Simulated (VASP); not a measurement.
Calculation: rev-vdW-DF2, VASP's PBE PAW potentials (set 64) (plane waves; VASP).

The input files of a VASP run:

### KPOINTS
```
kpoints
0
G
  17 17 10
```

File POSCAR:
```
Os
1.0
  1.3742932183  -2.3803453190   0.0000000000
  1.3742932183   2.3803453190   0.0000000000
  0.0000000000   0.0000000000   4.3324435847
Os
2
Direct
  0.3333330000   0.6666670000   0.2500000000
  0.6666670000   0.3333330000   0.7500000000
```

INCAR:
```
# general
SYSTEM   = Os
PREC     = Accurate
ENCUT    = 520
LREAL    = F
LASPH    = T   # aspherical one-centre terms

# electronic loop
EDIFF    = 1E-7   # SCF stop (eV)
NELM     = 100   # most electronic steps
ALGO     = Normal
LMAXMIX  = 6

# smearing
ISMEAR   = -5   # tetrahedra, Bloechl

# functional
GGA      = MK
LUSE_VDW = T
AGGAC    = 0.0
PARAM1   = 0.1234568
PARAM2   = 0.7114
ZAB_VDW  = -1.8867

# ions
ISIF     = 2   # forces and stress, cell fixed

# output
LWAVE    = F
LCHARG   = T
LORBIT   = 11   # lm-projected
NEDOS    = 601
```

POTCAR, in this order: Os (PBE.64 set). Program: vasp_std.

Output of the run:

**OSZICAR**
```
       N       E                     dE             d eps       ncg     rms          rms(c)
DAV:   1     0.108667288833E+03    0.10867E+03   -0.76460E+03  4752   0.128E+03
DAV:   2    -0.123792236086E+02   -0.12105E+03   -0.10904E+03  5064   0.401E+02
DAV:   3    -0.197005986268E+02   -0.73214E+01   -0.67387E+01  5896   0.795E+01
DAV:   4    -0.198852726734E+02   -0.18467E+00   -0.18254E+00  5040   0.129E+01
DAV:   5    -0.198875430116E+02   -0.22703E-02   -0.22674E-02  5480   0.118E+00    0.227E+01
DAV:   6    -0.187905104875E+02    0.10970E+01   -0.12361E+00  5116   0.105E+01    0.102E+01
DAV:   7    -0.184825281037E+02    0.30798E+00   -0.80663E-01  5468   0.830E+00    0.517E-01
DAV:   8    -0.184765628051E+02    0.59653E-02   -0.69966E-03  4900   0.685E-01    0.290E-01
DAV:   9    -0.184742124937E+02    0.23503E-02   -0.16277E-03  5084   0.477E-01    0.602E-02
DAV:  10    -0.184742496610E+02   -0.37167E-04   -0.63353E-05  5348   0.796E-02    0.976E-03
DAV:  11    -0.184742161734E+02    0.33488E-04   -0.68883E-06  4944   0.317E-02    0.948E-04
DAV:  12    -0.184742146763E+02    0.14971E-05   -0.14495E-07  4084   0.414E-03    0.692E-04
DAV:  13    -0.184742144067E+02    0.26963E-06   -0.11461E-08  2512   0.113E-03    0.181E-04
DAV:  14    -0.184742143723E+02    0.34339E-07   -0.37509E-09  2464   0.784E-04
   1 F= -.18474214E+02 E0= -.18474214E+02  d E =0.000000E+00
```

OUTCAR:
```
------------------------ aborting loop because EDIFF is reached ----------------------------------------
  FORCE on cell =-STRESS in cart. coord.  units (eV):
  Direction    XX          YY          ZZ          XY          YZ          ZX
  --------------------------------------------------------------------------------------
  Total       -0.0320945     -0.0320945      0.0417185      0.0000000      0.0000000     -0.0000000
  in kB       -1.8140909     -1.8140904      2.3580715      0.0000000      0.0000000     -0.0000000
  external PRESSURE =      -0.4233699 kB  Pullay stress =       0.0000000 kB
  volume of cell :       28.35
      direct lattice vectors                 reciprocal lattice vectors
     1.374293218 -2.380345319  0.000000000     0.363823377 -0.210053557  0.000000000
     1.374293218  2.380345319  0.000000000     0.363823377  0.210053557  0.000000000
     0.000000000  0.000000000  4.332443585     0.000000000  0.000000000  0.230816624
 POSITION                                       TOTAL-FORCE (eV/Angst)
 -----------------------------------------------------------------------------------
      1.37429      0.79345      1.08311         0.000000      0.000000      0.000000
      1.37429     -0.79345      3.24933        -0.000000     -0.000000      0.000000
 -----------------------------------------------------------------------------------
    total drift:                               -0.000000      0.000024     -0.000020
  FREE ENERGIE OF THE ION-ELECTRON SYSTEM (eV)
  ---------------------------------------------------
  free  energy   TOTEN  =       -18.4742143723 eV

  energy  without entropy=      -18.4742143723  energy(sigma->0) =      -18.47421437

 total charge

# of ion       s       p       d       tot
------------------------------------------
    1        0.655   0.769   6.027   7.451
    2        0.655   0.769   6.027   7.451
--------------------------------------------------
tot          1.310   1.538  12.054  14.902
```
(Selected blocks of OUTCAR.)

For a metal the tetrahedron method with Blöchl corrections gives inexact stress and forces.

The compound is Os in the hcp structure. It was relaxed first.
